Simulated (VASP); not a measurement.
Here is a VASP 6.6.1 calculation.

The input INCAR:

```
PREC = Accurate
ENCUT = 600
EDIFF = 1E-6
ISMEAR = 1
SIGMA = 0.1
LREAL = False
LASPH = True
NELM = 80
ALGO = Normal
ISIF = 3
LWAVE = False
LCHARG = False
GGA = PS
IBRION = 2
NSW = 90
EDIFFG = -0.01
```

Contents of KPOINTS:

```
regular mesh
0
Gamma
  16 16 16
```

File POSCAR:

```
Ir
1.0
    0.0000000000      1.9156000000      1.9156000000
    1.9156000000      0.0000000000      1.9156000000
    1.9156000000      1.9156000000      0.0000000000
Ir
1
Direct
    0.0000000000      0.0000000000      0.0000000000
```

Potentials or basis: VASP PAW PBE potentials, release 64 (Ir).

The run is started by

```console
$ cat potpaw_PBE.64/Ir/POTCAR > POTCAR
$ mpirun -np 1 vasp_std > vasp.out
```

Q: Estimate the relaxed cell.

A: a = 2.711 Å, b = 2.711 Å, c = 2.711 Å, α = 60.00°, β = 60.00°, γ = 60.00°.

Q: Estimate the relaxed volume.

A: 14.10 Å³/atom.

The path:
```csv
step,energy change (eV),largest force (eV/Å),pressure (GPa),volume (Å³)
1,0.0000,0.0000,1.04,14.06
2,0.0018,0.0000,-3.97,14.24
3,-0.0001,0.0000,-0.02,14.10
```

Caveat: the PAW data sets were made with another functional, which shifts forces and pressure a little. Spin-orbit coupling is left out, which matters for the levels of Ir.
